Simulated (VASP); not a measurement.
Al2InN3:

```
Al In N
1.0
     3.90638    0.00000    0.00000
    -1.95319    3.38302    0.00000
     0.00000    0.00000    8.50984
Al In N
2 1 3
Direct
  0.33333 0.66667 0.25167
  0.33333 0.66667 0.74833
  0.66667 0.33333 0.00000
  0.66667 0.33333 0.50000
  0.00000 0.00000 0.00000
  0.00000 0.00000 0.50000
```

The cell was built by a generator and needn't be a form met in nature.

| Property | Result |
| --- | --- |
| Program | VASP 6.6.1 |
| Task | relaxation of cell and atoms |
| Functional | PBE |
| Potentials or basis | VASP PAW PBE potentials, release 64 (Al, In_d, N) |
| Cutoff | 520 eV |
| k mesh | 4 × 4 × 2 |
| Occupations | gaussian, width 0.15 eV |
| Spin | no spin polarisation |

At the start: pressure -12.2 GPa; volume 18.74 Å³/atom.

**Question.** How do energy, volume and symmetry change on relaxing?

**Answer.** Over 13 steps the energy falls by 633.9 meV/atom and the volume is 14.33 Å³/atom (-23.6 %); space group P-6m2 (No. 187, to 0.05 Å).

Step by step:
| step | energy change (eV) | largest force (eV/Å) | pressure (GPa) | volume (Å³) |
| --- | --- | --- | --- | --- |
| 1 | 0.0000 | 1.8137 | -12.18 | 112.46 |
| 2 | -1.5158 | 2.3715 | -2.49 | 90.79 |
| 3 | -1.5711 | 2.5263 | 3.07 | 84.99 |
| 4 | -2.3286 | 2.4978 | 5.70 | 82.60 |
| 5 | -3.1389 | 2.3694 | 17.46 | 75.60 |
| 6 | -3.1569 | 1.9189 | 8.96 | 79.45 |
| 7 | -3.4700 | 0.6604 | 11.87 | 77.52 |
| 8 | -3.6291 | 1.5105 | 0.57 | 85.28 |
| 9 | -3.7455 | 0.6589 | 3.84 | 82.07 |
| 10 | -3.7981 | 0.1147 | 0.37 | 84.67 |
| 11 | -3.7981 | 0.1218 | 0.41 | 84.71 |
| 12 | -3.8002 | 0.0868 | 0.18 | 85.02 |
| 13 | -3.8032 | 0.0216 | -0.43 | 85.96 |

Final structure:
```
Al In N
1.0
     3.60472    0.00000    0.00000
    -1.80236    3.12178    0.00000
     0.00000    0.00000    7.63916
Al In N
2 1 3
Direct
  0.33333 0.66667 0.33542
  0.33333 0.66667 0.66458
  0.66667 0.33333 0.00000
  0.66667 0.33333 0.50000
  0.00000 0.00000 0.00000
  0.00000 0.00000 0.50000
```

Caveat: the k mesh is coarse (spacing up to 0.46 Å⁻¹), so the values aren't converged; the volume moved by over 15 % at a fixed basis, so the end points are rough.
